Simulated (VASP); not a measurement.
A convergence study with VASP on Ru (hcp): one setting is varied, all else stays as given below, so the limit is that of these other settings. Each run relaxes cell and ions from the cell shown. The basis is that of the starting cell, so low cut-offs carry a Pulay error.

```
Ru
1.0
    1.35500    -2.34693     0.00000
    1.35500     2.34693     0.00000
    0.00000     0.00000     4.28000
Ru
2
Direct
  0.33333   0.66667   0.25000
  0.66667   0.33333   0.75000
```

All values below come from PBEsol GGA, VASP's PBE PAW potentials (set 64) (plane waves; VASP). The tightest run used: 700 eV cut-off, 13×13×8 Γ-centred mesh, first-order Methfessel-Paxton smearing of 0.10 eV, potentials Ru_pv.

### Question
The settings run are ENCUT = 200; ENCUT = 250; ENCUT = 300; ENCUT = 350; ENCUT = 400; ENCUT = 450; ENCUT = 500; ENCUT = 550; ENCUT = 600; ENCUT = 650; ENCUT = 700. From which on does the relaxed volume stay within 0.05 Å³/atom of the tightest run?

### Answer
From ENCUT = 400 on: it is off by 0.031 there and by no more than 0.05 in any finer run, while ENCUT = 350 is off by 0.067.
| setting | relaxed volume (Å³/atom) | E (eV/atom) | plane waves | difference judged (Å³/atom) |
|---|---|---|---|---|
| ENCUT = 200 | 11.980 | -10.3733 | 183 | 1.342 |
| ENCUT = 250 | 13.158 | -10.1822 | 264 | 0.163 |
| ENCUT = 300 | 13.283 | -10.1853 | 336 | 0.039 |
| ENCUT = 350 | 13.255 | -10.1756 | 418 | 0.067 |
| ENCUT = 400 | 13.291 | -10.1720 | 512 | 0.031 |
| ENCUT = 450 | 13.315 | -10.1707 | 600 | 0.006 |
| ENCUT = 500 | 13.318 | -10.1707 | 707 | 0.004 |
| ENCUT = 550 | 13.316 | -10.1709 | 811 | 0.006 |
| ENCUT = 600 | 13.317 | -10.1712 | 929 | 0.005 |
| ENCUT = 650 | 13.320 | -10.1711 | 1041 | 0.002 |
| ENCUT = 700 | 13.322 | -10.1710 | 1164 | 0.000 |

Left out are rungs that failed or repeat a setting and relaxations that didn't move; long series are thinned to 24 rows.

The compound is Ru in the hcp structure.
